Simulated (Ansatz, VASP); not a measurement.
# Si35N36O16 (amorphous SiO0.46N1.03): VASP beside Ansatz

One calculation is typed for both programs; each brings its own data sets. How far apart do they land? The structure shown is the start of the Ansatz relaxation below; VASP solves that cell, so the two are compared at the walk's first step.

Method: plane waves, with VASP 6.6.1 beside it; single point at PBE, in Ansatz 0.2.0.

### Step 1. Starting point

The cell holds 87 atoms: 35 Si, 36 N and 16 O. Cell: a = 10.185 Å, b = 10.185 Å, c = 10.185 Å, α = 90.0°, β = 90.0°, γ = 90.0°. 87 atoms (35 Si, 36 N, 16 O) packed at random and pushed apart as soft spheres at 2.74 g/cm^3; MD (Langevin at fixed volume unless said) with the MACE-MP-0b2 small potential (Batatia et al., arXiv:2401.00096), steps of 1.5 fs: 0.525 ps at 3200 K, 3200 to 1920 K in 0.525 ps, 1920 to 300 K in 1.5 ps; then atoms relaxed.

Structure file:

```
Si N O
1.0
    10.18473    0.00000    0.00000
     0.00000   10.18473    0.00000
     0.00000    0.00000   10.18473
Si N O
35 36 16
Direct
  0.85570 0.26845 0.93935
  0.51743 0.44530 0.39958
  0.13406 0.26196 0.06829
  0.49193 0.28251 0.21437
  0.18653 0.54568 0.08183
  0.46063 0.17043 0.43046
  0.96078 0.69160 0.19853
  0.28361 0.36710 0.55400
  0.26078 0.76555 0.24955
  0.86211 0.33073 0.67280
  0.02280 0.09457 0.83906
  0.47801 0.48015 0.97777
  0.53353 0.03470 0.70210
  0.30358 0.96220 0.88785
  0.81849 0.89668 0.73635
  0.31720 0.05068 0.18136
  0.74915 0.47724 0.89569
  0.22442 0.62185 0.51895
  0.26257 0.14000 0.66605
  0.09361 0.03787 0.27160
  0.45142 0.84829 0.03981
  0.74902 0.63586 0.68355
  0.95236 0.77726 0.50846
  0.63268 0.93673 0.49699
  0.77259 0.57727 0.39459
  0.29381 0.33853 0.79861
  0.78482 0.28124 0.39812
  0.48039 0.71366 0.34155
  0.92625 0.42090 0.16892
  0.98053 0.07646 0.56017
  0.71861 0.73199 0.97263
  0.83273 0.89238 0.24620
  0.61203 0.21487 0.95504
  0.87534 0.14690 0.13435
  0.45245 0.55235 0.67804
  0.16440 0.46664 0.51232
  0.13015 0.68262 0.16619
  0.51460 0.31943 0.05155
  0.74766 0.15856 0.03001
  0.42079 0.44948 0.82096
  0.58990 0.63113 0.67470
  0.93025 0.24464 0.79153
  0.82037 0.67639 0.52664
  0.31785 0.67734 0.38338
  0.91636 0.91856 0.59221
  0.09783 0.10509 0.67822
  0.36280 0.01657 0.73401
  0.18309 0.15399 0.18352
  0.60242 0.28976 0.36290
  0.85783 0.21063 0.54147
  0.87198 0.27661 0.25096
  0.79788 0.74481 0.81654
  0.11976 0.57697 0.90921
  0.82523 0.77371 0.11876
  0.31395 0.20127 0.51250
  0.93866 0.01008 0.20180
  0.08336 0.63396 0.82189
  0.99288 0.18563 0.01126
  0.60165 0.58786 0.35216
  0.22148 0.92813 0.25956
  0.44454 0.43514 0.54879
  0.85907 0.42475 0.01169
  0.82078 0.48447 0.73381
  0.54700 0.07884 0.53506
  0.42526 0.77120 0.18653
  0.88916 0.55628 0.26531
  0.66397 0.92655 0.66764
  0.63056 0.57618 0.96985
  0.09691 0.41415 0.13307
  0.38754 0.00877 0.03405
  0.44093 0.12911 0.26696
  0.06182 0.07190 0.42343
  0.89341 0.99427 0.83997
  0.31809 0.64318 0.65204
  0.40638 0.40426 0.28359
  0.23087 0.28643 0.94043
  0.10068 0.72926 0.52734
  0.35421 0.80632 0.91197
  0.68533 0.32816 0.85943
  0.52937 0.83007 0.44023
  0.14964 0.00427 0.90313
  0.73493 0.94560 0.36491
  0.34693 0.53598 0.06031
  0.60571 0.84542 0.99445
  0.78548 0.43082 0.46139
  0.56944 0.11743 0.83536
  0.94725 0.79938 0.33521
```

### Step 2. Ansatz: relaxation, PBE

Ansatz runs on its default PAW (the set named soft_2) files.

The two programs are compared at the cell with which this relaxation starts, whose forces are those of its first step.

input.yaml

```yaml
crystal:
  lattice:
    - [10.18473, 0.0, 0.0]
    - [0.0, 10.18473, 0.0]
    - [0.0, 0.0, 10.18473]
  atoms:
    - { symbol: Si, position: [0.8557, 0.26845, 0.93935] }
    - { symbol: Si, position: [0.51743, 0.4453, 0.39958] }
    - { symbol: Si, position: [0.13406, 0.26196, 0.06829] }
    - { symbol: Si, position: [0.49193, 0.28251, 0.21437] }
    - { symbol: Si, position: [0.18653, 0.54568, 0.08183] }
    - { symbol: Si, position: [0.46063, 0.17043, 0.43046] }
    - { symbol: Si, position: [0.96078, 0.6916, 0.19853] }
    - { symbol: Si, position: [0.28361, 0.3671, 0.554] }
    - { symbol: Si, position: [0.26078, 0.76555, 0.24955] }
    - { symbol: Si, position: [0.86211, 0.33073, 0.6728] }
    - { symbol: Si, position: [0.0228, 0.09457, 0.83906] }
    - { symbol: Si, position: [0.47801, 0.48015, 0.97777] }
    - { symbol: Si, position: [0.53353, 0.0347, 0.7021] }
    - { symbol: Si, position: [0.30358, 0.9622, 0.88785] }
    - { symbol: Si, position: [0.81849, 0.89668, 0.73635] }
    - { symbol: Si, position: [0.3172, 0.05068, 0.18136] }
    - { symbol: Si, position: [0.74915, 0.47724, 0.89569] }
    - { symbol: Si, position: [0.22442, 0.62185, 0.51895] }
    - { symbol: Si, position: [0.26257, 0.14, 0.66605] }
    - { symbol: Si, position: [0.09361, 0.03787, 0.2716] }
    - { symbol: Si, position: [0.45142, 0.84829, 0.03981] }
    - { symbol: Si, position: [0.74902, 0.63586, 0.68355] }
    - { symbol: Si, position: [0.95236, 0.77726, 0.50846] }
    - { symbol: Si, position: [0.63268, 0.93673, 0.49699] }
    - { symbol: Si, position: [0.77259, 0.57727, 0.39459] }
    - { symbol: Si, position: [0.29381, 0.33853, 0.79861] }
    - { symbol: Si, position: [0.78482, 0.28124, 0.39812] }
    - { symbol: Si, position: [0.48039, 0.71366, 0.34155] }
    - { symbol: Si, position: [0.92625, 0.4209, 0.16892] }
    - { symbol: Si, position: [0.98053, 0.07646, 0.56017] }
    - { symbol: Si, position: [0.71861, 0.73199, 0.97263] }
    - { symbol: Si, position: [0.83273, 0.89238, 0.2462] }
    - { symbol: Si, position: [0.61203, 0.21487, 0.95504] }
    - { symbol: Si, position: [0.87534, 0.1469, 0.13435] }
    - { symbol: Si, position: [0.45245, 0.55235, 0.67804] }
    - { symbol: "N", position: [0.1644, 0.46664, 0.51232] }
    - { symbol: "N", position: [0.13015, 0.68262, 0.16619] }
    - { symbol: "N", position: [0.5146, 0.31943, 0.05155] }
    - { symbol: "N", position: [0.74766, 0.15856, 0.03001] }
    - { symbol: "N", position: [0.42079, 0.44948, 0.82096] }
    - { symbol: "N", position: [0.5899, 0.63113, 0.6747] }
    - { symbol: "N", position: [0.93025, 0.24464, 0.79153] }
    - { symbol: "N", position: [0.82037, 0.67639, 0.52664] }
    - { symbol: "N", position: [0.31785, 0.67734, 0.38338] }
    - { symbol: "N", position: [0.91636, 0.91856, 0.59221] }
    - { symbol: "N", position: [0.09783, 0.10509, 0.67822] }
    - { symbol: "N", position: [0.3628, 0.01657, 0.73401] }
    - { symbol: "N", position: [0.18309, 0.15399, 0.18352] }
    - { symbol: "N", position: [0.60242, 0.28976, 0.3629] }
    - { symbol: "N", position: [0.85783, 0.21063, 0.54147] }
    - { symbol: "N", position: [0.87198, 0.27661, 0.25096] }
    - { symbol: "N", position: [0.79788, 0.74481, 0.81654] }
    - { symbol: "N", position: [0.11976, 0.57697, 0.90921] }
    - { symbol: "N", position: [0.82523, 0.77371, 0.11876] }
    - { symbol: "N", position: [0.31395, 0.20127, 0.5125] }
    - { symbol: "N", position: [0.93866, 0.01008, 0.2018] }
    - { symbol: "N", position: [0.08336, 0.63396, 0.82189] }
    - { symbol: "N", position: [0.99288, 0.18563, 0.01126] }
    - { symbol: "N", position: [0.60165, 0.58786, 0.35216] }
    - { symbol: "N", position: [0.22148, 0.92813, 0.25956] }
    - { symbol: "N", position: [0.44454, 0.43514, 0.54879] }
    - { symbol: "N", position: [0.85907, 0.42475, 0.01169] }
    - { symbol: "N", position: [0.82078, 0.48447, 0.73381] }
    - { symbol: "N", position: [0.547, 0.07884, 0.53506] }
    - { symbol: "N", position: [0.42526, 0.7712, 0.18653] }
    - { symbol: "N", position: [0.88916, 0.55628, 0.26531] }
    - { symbol: "N", position: [0.66397, 0.92655, 0.66764] }
    - { symbol: "N", position: [0.63056, 0.57618, 0.96985] }
    - { symbol: "N", position: [0.09691, 0.41415, 0.13307] }
    - { symbol: "N", position: [0.38754, 0.00877, 0.03405] }
    - { symbol: "N", position: [0.44093, 0.12911, 0.26696] }
    - { symbol: O, position: [0.06182, 0.0719, 0.42343] }
    - { symbol: O, position: [0.89341, 0.99427, 0.83997] }
    - { symbol: O, position: [0.31809, 0.64318, 0.65204] }
    - { symbol: O, position: [0.40638, 0.40426, 0.28359] }
    - { symbol: O, position: [0.23087, 0.28643, 0.94043] }
    - { symbol: O, position: [0.10068, 0.72926, 0.52734] }
    - { symbol: O, position: [0.35421, 0.80632, 0.91197] }
    - { symbol: O, position: [0.68533, 0.32816, 0.85943] }
    - { symbol: O, position: [0.52937, 0.83007, 0.44023] }
    - { symbol: O, position: [0.14964, 0.00427, 0.90313] }
    - { symbol: O, position: [0.73493, 0.9456, 0.36491] }
    - { symbol: O, position: [0.34693, 0.53598, 0.06031] }
    - { symbol: O, position: [0.60571, 0.84542, 0.99445] }
    - { symbol: O, position: [0.78548, 0.43082, 0.46139] }
    - { symbol: O, position: [0.56944, 0.11743, 0.83536] }
    - { symbol: O, position: [0.94725, 0.79938, 0.33521] }
kpoints:
  mp_grid: { grid: [1, 1, 1] }
hamiltonian:
  xc: pbe
scf:
  occupations: { method: fermi_dirac, width: 0.025 }
output:
  forces: true
relax:
  f_tol: 0.04
  max_steps: 250
  cell: {}
```

The run is started by

```bash
$ ansatz run input.yaml --threads 4 --pin off --max-ram 8192MiB --backend cpu --events-out ev --progress --plain --runs-dir out
```

Numbers of over 12 decimals in the logs are rounded to 6 here.

The log of the run:

```text
Engine: ansatz 0.2.0, aarch64-unknown-linux-gnu
Pseudopotentials: kind: paw
Pseudopotential: Si, paw, valence charge 4, recommended cutoff 420 eV (normal), Si.paw.azcp
Pseudopotential: N, paw, valence charge 5, recommended cutoff 420 eV (normal), N.paw.azcp
Pseudopotential: O, paw, valence charge 6, recommended cutoff 420 eV (normal), O.paw.azcp
Functional definition: PBE
  parameter kappa = 0.804
  parameter beta = 0.066725
  exchange = pbe_x(kappa = kappa, mu = beta*pi^2/3)
  correlation = pbe_c(beta = beta)
Crystal: 87 atoms, lattice volume = 1056.449 Å³
Basis set: ecut = 420 eV, 20479 PW (Γ), exchange–correlation on 144×144×144 points (8 copies of the dense FFT grid, shifted against one another)
Bands: 295, of which v1, the nominal top of the filled ones, is band 208 counted from 1 (207 counted from 0)
Symmetry: 1 space group operations
Space group: P1 (ITA 1), of the structure as read, at distance tolerance 1.0e-4 Å
k-points: 1
Non-local potential: Si, projectors of the file, l = 0: 2, l = 1: 2, l = 2: 2
Non-local potential: N, projectors of the file, l = 0: 2, l = 1: 2, l = 2: 1
Non-local potential: O, projectors of the file, l = 0: 2, l = 1: 2, l = 2: 1
PAW form: soft (Blöchl's): semilocal exchange-correlation on the pseudo side does not see the compensation charge
PAW one-centre angular grid: Si, 110 points (default); XC on 64 Gauss nodes
PAW one-centre angular grid: N, 110 points (default); XC on 64 Gauss nodes
PAW one-centre angular grid: O, 110 points (default); XC on 64 Gauss nodes
Initial density: superposition of atomic densities (neutral atoms: chi_scale 0, normalization atom), corrected by the library's trained network
Initial wavefunctions: pseudopotential atomic-orbital guess
Functional: x = pbe(κ = 0.804, μ = 0.219515), c = pbe(β = 0.066725)
SCF iter   1: F=—  HF=-45215.531138 eV  |F-HF|=—  |Δ(HF+E_count)|=         —  Δρ=2.27e-2  dr2=1.28e1  ethr=1.77e-3  ⟨swp⟩=6.0  Hψ=1389  notcnv=0  defer=48
preconditioner: auto → Resta (q_TF=auto, 2.336 Å⁻¹)  ε∞=3.8  [insulator: Δε(μ)=0.259 eV  Ē_g=14.005 eV  σ=0.025 eV  W_gap=0.99  n_scr=250 (ndim 8)  ℏωp=23.2 eV  f_vac=0.069  D(μ)=0.94/eV (n_scr^D=0)  ε∞_Penn≈3.8]
SCF iter   2: F=—  HF=-45216.314351 eV  |F-HF|=—  |Δ(HF+E_count)|=   7.83e-1  Δρ=1.91e-2  dr2=6.94e0  ethr=1.77e-3  ⟨swp⟩=2.0  Hψ=547  notcnv=0  defer=78
SCF iter   3: F=—  HF=-45214.964496 eV  |F-HF|=—  |Δ(HF+E_count)|=    1.35e0  Δρ=1.12e-2  dr2=2.88e0  ethr=1.67e-3  ⟨swp⟩=2.0  Hψ=554  notcnv=0  defer=78
SCF iter   4: F=—  HF=-45214.911656 eV  |F-HF|=—  |Δ(HF+E_count)|=   5.28e-2  Δρ=2.64e-2  dr2=2.05e1  ethr=6.92e-4  ⟨swp⟩=3.0  Hψ=441  notcnv=0  defer=79  recentre
SCF iter   5: F=—  HF=-45214.496278 eV  |F-HF|=—  |Δ(HF+E_count)|=   4.15e-1  Δρ=6.74e-3  dr2=1.24e0  ethr=6.92e-4  ⟨swp⟩=3.0  Hψ=351  notcnv=0  defer=77
SCF iter   6: F=—  HF=-45214.468592 eV  |F-HF|=—  |Δ(HF+E_count)|=   2.77e-2  Δρ=1.42e-2  dr2=4.12e0  ethr=2.99e-4  ⟨swp⟩=2.0  Hψ=385  notcnv=0  defer=77  recentre
SCF iter   7: F=—  HF=-45214.477296 eV  |F-HF|=—  |Δ(HF+E_count)|=   8.70e-3  Δρ=6.44e-3  dr2=1.10e0  ethr=2.99e-4  ⟨swp⟩=2.0  Hψ=325  notcnv=0  defer=77
SCF iter   8: F=—  HF=-45214.429402 eV  |F-HF|=—  |Δ(HF+E_count)|=   4.79e-2  Δρ=5.18e-3  dr2=7.12e-1  ethr=2.65e-4  ⟨swp⟩=1.0  Hψ=340  notcnv=0  defer=77
SCF iter   9: F=—  HF=-45214.398884 eV  |F-HF|=—  |Δ(HF+E_count)|=   3.05e-2  Δρ=3.92e-3  dr2=3.97e-1  ethr=1.71e-4  ⟨swp⟩=1.0  Hψ=218  notcnv=0  defer=77
SCF iter  10: F=—  HF=-45214.379166 eV  |F-HF|=—  |Δ(HF+E_count)|=   1.97e-2  Δρ=1.38e-3  dr2=4.18e-2  ethr=9.53e-5  ⟨swp⟩=2.0  Hψ=229  notcnv=0  defer=77
SCF iter  11: F=—  HF=-45214.379244 eV  |F-HF|=—  |Δ(HF+E_count)|=   7.85e-5  Δρ=1.27e-3  dr2=3.70e-2  ethr=1.00e-5  ⟨swp⟩=2.0  Hψ=219  notcnv=0  defer=77
SCF iter  12: F=—  HF=-45214.378732 eV  |F-HF|=—  |Δ(HF+E_count)|=   5.12e-4  Δρ=9.22e-4  dr2=1.99e-2  ethr=8.90e-6  ⟨swp⟩=1.0  Hψ=218  notcnv=0  defer=77
SCF iter  13: F=—  HF=-45214.378172 eV  |F-HF|=—  |Δ(HF+E_count)|=   5.60e-4  Δρ=8.60e-5  dr2=1.44e-4  ethr=4.78e-6  ⟨swp⟩=1.0  Hψ=218  notcnv=0  defer=77
SCF iter  14: F=—  HF=-45214.378156 eV  |F-HF|=—  |Δ(HF+E_count)|=   1.58e-5  Δρ=1.98e-5  dr2=4.78e-6  ethr=3.47e-8  ⟨swp⟩=2.0  Hψ=426  notcnv=0  defer=77
SCF iter  15: F=—  HF=-45214.379387 eV  |F-HF|=—  |Δ(HF+E_count)|=   1.23e-3  Δρ=9.23e-6  dr2=1.52e-6  ethr=1.15e-9  ⟨swp⟩=2.0  Hψ=505  notcnv=0  defer=77
SCF iter  16: F=—  HF=-45214.379387 eV  |F-HF|=—  |Δ(HF+E_count)|=   1.74e-7  Δρ=3.88e-6  dr2=3.09e-7  ethr=3.65e-10  ⟨swp⟩=2.0  Hψ=426  notcnv=0  defer=77
SCF iter  17: F=—  HF=-45214.379387 eV  |F-HF|=—  |Δ(HF+E_count)|=   1.10e-7  Δρ=2.85e-6  dr2=1.92e-7  ethr=2.40e-11  ⟨swp⟩=4.0  Hψ=874  notcnv=0
SCF iter  18: F=-45214.379387 eV  HF=-45214.379387 eV  |F-HF|=4.37e-11  |Δ(HF+E_count)|=  4.00e-10  Δρ=8.22e-7  dr2=1.14e-8  ethr=2.40e-11  ⟨swp⟩=3.0  Hψ=735  notcnv=0
SCF 1 converged in 18 iterations: F = -45214.379387 eV  dr2 = 1.14e-8
[...]
atom  69  N     -0.00011194     0.00271486    -0.00368776
  atom  70  N     -0.00109030     0.00271451     0.00370327
  atom  71  N      0.00250533     0.00236216     0.00093426
  atom  72  O     -0.00248776    -0.00038744     0.00939167
  atom  73  O     -0.00225683    -0.00198370    -0.00411582
  atom  74  O      0.00466449    -0.00288618    -0.00089644
  atom  75  O     -0.00005969     0.00484824     0.00226107
  atom  76  O      0.00522079     0.00110087    -0.00811862
  atom  77  O     -0.00215495    -0.01340716     0.00542090
  atom  78  O     -0.00164659    -0.00890872    -0.00613636
  atom  79  O      0.00269885    -0.00354529    -0.00179383
  atom  80  O      0.00157066     0.00221080     0.00509864
  atom  81  O      0.00467240    -0.00109653    -0.00160327
  atom  82  O     -0.00819124    -0.00288951     0.00414323
  atom  83  O      0.00896011     0.00230893    -0.00696971
  atom  84  O     -0.00354615     0.00169804     0.00154485
  atom  85  O     -0.00212637    -0.00352819     0.00109005
  atom  86  O      0.00049564    -0.00164840     0.00121951
  atom  87  O     -0.00316244     0.00132212    -0.00204370
  max |Σ_I F_I| component: 8.11e-6 eV/Å
--- Stress (GPa, compression-positive) ---
       -0.007946       0.000040      -0.002625
        0.000039       0.014209      -0.000946
       -0.002627      -0.000947       0.000182
  P = ⅓ Tr σ = 0.0021 GPa (0.021 kbar)
--- Relaxed structure (40 steps of the walk, 37 accepted, 2 SCFs on fresh bases) ---
  F+E_penalty+E_count = -45220.83755185 eV   max|allowed force component| = 1.341e-2 eV/Å   (the final SCF, on the basis selected at the relaxed cell)
  cell:  # Å, volume = 1043.3834 Å³
    - [9.839876, -0.053481, 0.167703]
    - [-0.053481, 10.697825, 0.035304]
    - [0.167703, 0.035304, 9.915194]
  atoms:
    - { symbol: Si, position: [0.871811, 0.283273, 0.920023] }
    - { symbol: Si, position: [0.502679, 0.439513, 0.405901] }
    - { symbol: Si, position: [0.143041, 0.263881, 0.072052] }
    - { symbol: Si, position: [0.492699, 0.287960, 0.211586] }
    - { symbol: Si, position: [0.182625, 0.550205, 0.080403] }
    - { symbol: Si, position: [0.462099, 0.170891, 0.424950] }
    - { symbol: Si, position: [0.960164, 0.679462, 0.178394] }
    - { symbol: Si, position: [0.267632, 0.359001, 0.593717] }
    - { symbol: Si, position: [0.257490, 0.765612, 0.257569] }
    - { symbol: Si, position: [1.011525, 0.435277, 0.723209] }
    - { symbol: Si, position: [0.021945, 0.107761, 0.828133] }
    - { symbol: Si, position: [0.485473, 0.493463, 0.988772] }
    - { symbol: Si, position: [0.529786, 0.047496, 0.695825] }
    - { symbol: Si, position: [0.293412, 0.961168, 0.891224] }
    - { symbol: Si, position: [0.812979, 0.907018, 0.732429] }
    - { symbol: Si, position: [0.321830, 0.050470, 0.175391] }
    - { symbol: Si, position: [0.765568, 0.487785, 0.895755] }
    - { symbol: Si, position: [0.214979, 0.617226, 0.539133] }
    - { symbol: Si, position: [0.250849, 0.097053, 0.629265] }
    - { symbol: Si, position: [0.085123, 0.029175, 0.256045] }
    - { symbol: Si, position: [0.448344, 0.848748, 0.042467] }
    - { symbol: Si, position: [0.762890, 0.640701, 0.684912] }
    - { symbol: Si, position: [0.948689, 0.777100, 0.496925] }
    - { symbol: Si, position: [0.622895, 0.926398, 0.492657] }
[...]
- { symbol: Si, position: [0.480029, 0.701855, 0.352378] }
    - { symbol: Si, position: [0.929386, 0.418175, 0.170301] }
    - { symbol: Si, position: [0.957202, 0.068856, 0.538079] }
    - { symbol: Si, position: [0.722045, 0.737797, 0.969179] }
    - { symbol: Si, position: [0.830778, 0.885768, 0.235996] }
    - { symbol: Si, position: [0.613584, 0.240563, 0.931519] }
    - { symbol: Si, position: [0.866053, 0.155326, 0.126876] }
    - { symbol: Si, position: [0.450597, 0.552905, 0.687640] }
    - { symbol: N, position: [0.130134, 0.462748, 0.569911] }
    - { symbol: N, position: [0.134505, 0.680935, 0.176402] }
    - { symbol: N, position: [0.525742, 0.334962, 0.049684] }
    - { symbol: N, position: [0.748081, 0.173572, 0.00425019] }
    - { symbol: N, position: [0.419103, 0.463491, 0.834690] }
    - { symbol: N, position: [0.602212, 0.609604, 0.679558] }
    - { symbol: N, position: [0.966919, 0.276649, 0.772047] }
    - { symbol: N, position: [0.821098, 0.670256, 0.516754] }
    - { symbol: N, position: [0.308368, 0.667294, 0.391621] }
    - { symbol: N, position: [0.909029, 0.910889, 0.579733] }
    - { symbol: N, position: [0.085459, 0.093795, 0.660135] }
    - { symbol: N, position: [0.354796, 0.016306, 0.732222] }
    - { symbol: N, position: [0.181837, 0.144485, 0.177163] }
    - { symbol: N, position: [0.591466, 0.291510, 0.374651] }
    - { symbol: N, position: [0.826274, 0.159468, 0.507614] }
    - { symbol: N, position: [0.862547, 0.277682, 0.245337] }
    - { symbol: N, position: [0.798631, 0.761799, 0.808804] }
    - { symbol: N, position: [0.111339, 0.585457, 0.931918] }
    - { symbol: N, position: [0.827937, 0.770841, 0.110467] }
    - { symbol: N, position: [0.313648, 0.210446, 0.520532] }
    - { symbol: N, position: [0.921816, 0.015765, 0.190748] }
    - { symbol: N, position: [0.122962, 0.476240, 0.850524] }
    - { symbol: N, position: [0.996459, 0.194839, 0.00435024] }
    - { symbol: N, position: [0.594739, 0.573047, 0.359639] }
[...]
- { symbol: N, position: [0.523759, 0.057874, 0.518280] }
    - { symbol: N, position: [0.429656, 0.773797, 0.197038] }
    - { symbol: N, position: [0.885244, 0.552202, 0.260726] }
    - { symbol: N, position: [0.654198, 0.937937, 0.669292] }
    - { symbol: N, position: [0.644012, 0.584300, 0.973049] }
    - { symbol: N, position: [0.107898, 0.405996, 0.146280] }
    - { symbol: N, position: [0.395757, 0.00651052, 0.026403] }
    - { symbol: N, position: [0.444956, 0.136090, 0.256346] }
    - { symbol: O, position: [0.070042, 0.053353, 0.415184] }
    - { symbol: O, position: [0.881487, 1.017342, 0.823911] }
    - { symbol: O, position: [0.316045, 0.644592, 0.664324] }
    - { symbol: O, position: [0.395741, 0.394788, 0.286994] }
    - { symbol: O, position: [0.262881, 0.272013, 0.951402] }
    - { symbol: O, position: [0.093959, 0.722839, 0.537121] }
    - { symbol: O, position: [0.339061, 0.812327, 0.920314] }
    - { symbol: O, position: [0.698761, 0.350518, 0.840109] }
    - { symbol: O, position: [0.529097, 0.804485, 0.462056] }
    - { symbol: O, position: [0.137719, 0.00983178, 0.900981] }
    - { symbol: O, position: [0.712887, 0.927386, 0.345253] }
    - { symbol: O, position: [0.355171, 0.542684, 0.080952] }
    - { symbol: O, position: [0.606631, 0.844973, 0.991645] }
    - { symbol: O, position: [0.789056, 0.419106, 0.467490] }
    - { symbol: O, position: [0.555471, 0.156807, 0.807559] }
    - { symbol: O, position: [0.947948, 0.801139, 0.323272] }
```

In the SCF lines HF is the Harris–Foulkes energy and dr2 the Hartree energy of the density residual, in eV; the loop may stop once dr2 is under the threshold and the program's other checks hold. Hψ counts applications of the Hamiltonian.

[end of part 1 of 2]

[Lines on the potential files, build, host, timing and source positions are cut from VASP's logs without a mark.]

[Logs are printed without paths, hosts, clocks, repeated set-up lines and the standing remarks that a program may print on its own settings, such as how far it seeks lower states.]

[Hosts, paths, dates, database ids (printed as entryN), source tags and the programs' standing remarks are cut or masked in the printed files.]
